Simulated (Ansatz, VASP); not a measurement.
# Cross-check of Be48H95 (V_H1) between VASP and Ansatz

One calculation is typed for both programs; each brings its own data sets. How far apart do they land? The cell is taken from a series of runs on this material, whose earlier steps may have relaxed, scaled, displaced or heated it; both programs get it as it stands.

Program: Ansatz 0.2.0. Level of theory: plane waves, with VASP 6.6.1 beside it; single point at PBEsol. Results are calculated unless marked as measured.

## Step 1: Set-up

The cell holds 143 atoms: 48 Be and 95 H. Cell: a = 12.225 Å, b = 12.225 Å, c = 12.225 Å, α = 141.9°, β = 88.5°, γ = 103.9°. It derives from BeH2 (BeH2 (Ibam)). Nearest the centre at fractional (0.622, 0.447, 0.415): Be27 at 1.21 Å, Be25 at 1.30 Å, H114 at 2.05 Å, H121 at 2.06 Å, H52 at 2.30 Å, H107 at 2.35 Å, H102 at 2.45 Å, H137 at 2.48 Å. The cell carries charge +1.

## Step 2: VASP: single point, PBEsol

A single point gives forces, pressure and levels at one fixed geometry, so differences don't come from the geometry; what else differs is listed under the comparison.

Lines of VASP's logs that name or quote its potential files are left out, and so is its time.

Input file INCAR:

```
SYSTEM = Be48H95
PREC = Accurate
ENCUT = 520
EDIFF = 1E-06
NELM = 120
ISMEAR = -1
SIGMA = 0.01
LREAL = Auto
ALGO = Normal
GGA = PS
NELECT = 190
NBANDS = 195
LORBIT = 11
LWAVE = .FALSE.
LCHARG = .FALSE.
ISIF = 2
LASPH = .TRUE.
GGA_COMPAT = .FALSE.
EFERMI = MIDGAP
```

Input file POSCAR:

```
Be48H95
1.0
   -3.9933261508      8.7573595481      7.5377721599
    3.9933261508     -8.7573595481      7.5377721599
    3.9933261508      8.7573595481     -7.5377721599
Be H
48 95
Direct
    0.1254543715      0.3744485135      0.2506343152
    0.3762052091      0.1282173239      0.2522035877
[... 1 atom line left out ...]
    0.3348221834      0.4425426337      0.2768331158
[... 1 atom line left out ...]
    0.4201949108      0.1952289773      0.1115956416
[... 17 atom lines left out ...]
    0.4158746991      0.6933440900      0.6087568327
    0.6208244571      0.3704268666      0.2596949099
[... 1 atom line left out ...]
    0.5835059256      0.3200553645      0.3819355945
    0.8321083557      0.4408402274      0.2784986639
    0.6631722775      0.0537130407      0.2240112538
[... 11 atom lines left out ...]
    0.6642839930      0.5507146265      0.2217002577
[... 1 atom line left out ...]
    0.6253367486      0.8778286181      0.7528030612
    0.8763129334      0.6273718991      0.7513996272
    0.5850899793      0.8101382762      0.8936382469
    0.8344586411      0.9436845891      0.7780881580
    0.6673605394      0.5591057444      0.7156786504
    0.9170580058      0.6945195080      0.6099157333
    0.2818977812      0.1972619307      0.3244278030
[... 1 atom line left out ...]
    0.3786478731      0.0541069416      0.0861792578
    0.4692265404      0.2971523433      0.4172251137
[... 3 atom lines left out ...]
    0.4129565209      0.3736847626      0.2808109221
[... 8 atom lines left out ...]
    0.3403542692      0.1194535986      0.9633914063
[... 11 atom lines left out ...]
    0.3420954714      0.6209029977      0.4604475700
[... 5 atom lines left out ...]
    0.3716502183      0.9596460747      0.1768844255
[... 3 atom lines left out ...]
    0.3779421912      0.5538219651      0.5848366817
[... 9 atom lines left out ...]
    0.7796745499      0.1938324556      0.3221145623
    0.6300633563      0.0356015072      0.3226559456
[... 3 atom lines left out ...]
    0.5865616121      0.1183345349      0.2103617543
    0.6609906703      0.3819119194      0.0373957687
    0.9113784235      0.3719544232      0.2804403421
    0.5318666017      0.2077983174      0.0754072884
    0.8658489344      0.4543004604      0.1749438100
    0.7179464534      0.2989336873      0.1813440154
[... 6 atom lines left out ...]
    0.6697960689      0.3985590079      0.5300657985
[... 5 atom lines left out ...]
    0.7792654049      0.6946938597      0.3232028401
    0.6331217628      0.5440027014      0.3324040969
[... 2 atom lines left out ...]
    0.8406266902      0.6201198562      0.4623436636
[... 7 atom lines left out ...]
    0.7832147529      0.6989404837      0.8256971261
    0.6243973068      0.5302211918      0.8045109541
    0.8834199177      0.5571483363      0.5885010038
[... 2 atom lines left out ...]
    0.5931276689      0.6368388418      0.7203972358
    0.6569852527      0.8788346945      0.5411302324
    0.9094922574      0.8708296676      0.7802242905
    0.5322500932      0.7097241422      0.5885049899
    0.6212878115      0.9496788086      0.9174697995
    0.8713047152      0.9572635729      0.6759053073
    0.7184714242      0.8060228908      0.6788087023
```

Input file KPOINTS:

```
Automatic mesh
0
Gamma
1 1 1
0 0 0
```

The projector-augmented-wave data sets are Be and H (PBE family, release 64).

Command:

```sh
$ export OMP_NUM_THREADS=4
$ mpirun -np 1 vasp_gam
```

Numbers of over 12 decimals in the logs are rounded to 6 here.

Log:

```text
[banner, memory and clock lines left out]
running    1 mpi-ranks, on    1 nodes
[...]
Offloading initialized ...    1 GPUs detected
[...]
|                                                                             |
|               ----> ADVICE to this user running VASP <----                  |
|                                                                             |
|     You enforced a specific xc type in the INCAR file but a different       |
|     [... a line on the potential file left out ...]
|     I HOPE YOU KNOW WHAT YOU ARE DOING!                                     |
|                                                                             |

 LDA part: xc-table for (Slater+PW92), standard interpolation
 POSCAR, INCAR and KPOINTS ok, starting setup
[...]
entering main loop
       N       E                     dE             d eps       ncg     rms          rms(c)
DAV:   1     0.630053660206E+03    0.63005E+03   -0.78330E+04   390   0.851E+02
DAV:   2    -0.389859481716E+03   -0.10199E+04   -0.81464E+03   556   0.179E+02
DAV:   3    -0.528486341572E+03   -0.13863E+03   -0.13582E+03   492   0.568E+01
DAV:   4    -0.531336131210E+03   -0.28498E+01   -0.28426E+01   492   0.863E+00
DAV:   5    -0.531350397945E+03   -0.14267E-01   -0.14261E-01   508   0.710E-01BRMIX: very serious problems
 the old and the new charge density differ
 old charge density:   191.00000 new  190.00000
    0.300E+01
DAV:   6    -0.512469525799E+03    0.18881E+02   -0.65653E+00   460   0.410E+00    0.168E+01
DAV:   7    -0.504388547034E+03    0.80810E+01   -0.15349E+01   468   0.615E+00    0.294E+00
DAV:   8    -0.504381144321E+03    0.74027E-02   -0.16162E+00   452   0.189E+00    0.220E+00
DAV:   9    -0.504345175647E+03    0.35969E-01   -0.27545E-01   476   0.674E-01    0.922E-01
[...]
DAV:  16    -0.504385761926E+03    0.77709E-05   -0.11777E-05   484   0.828E-03    0.680E-03
DAV:  17    -0.504385760545E+03    0.13808E-05   -0.13398E-05   508   0.655E-03    0.240E-03
DAV:  18    -0.504385760686E+03   -0.14092E-06   -0.39215E-06   404   0.316E-03
   1 F= -.50438576E+03 E0= -.50438576E+03  d E =-.661938E-11
```

OUTCAR, selected parts (step 2):

```text
  FREE ENERGIE OF THE ION-ELECTRON SYSTEM (eV)
  ---------------------------------------------------
  free  energy   TOTEN  =      -504.3857606858 eV

  energy  without entropy=     -504.3857606858  energy(sigma->0) =     -504.38576069
```

The run ends at a pressure of 0.23 GPa, with forces up to 4.4 eV/Å.

(Part 1 of 2 ends here.)

[Lines on the potential files, build, host, timing and source positions are cut from VASP's logs without a mark.]

[Logs are printed without paths, hosts, clocks, repeated set-up lines and the standing remarks that a program may print on its own settings, such as how far it seeks lower states.]

[Hosts, paths, dates, database ids (printed as entryN), source tags and the programs' standing remarks are cut or masked in the printed files.]
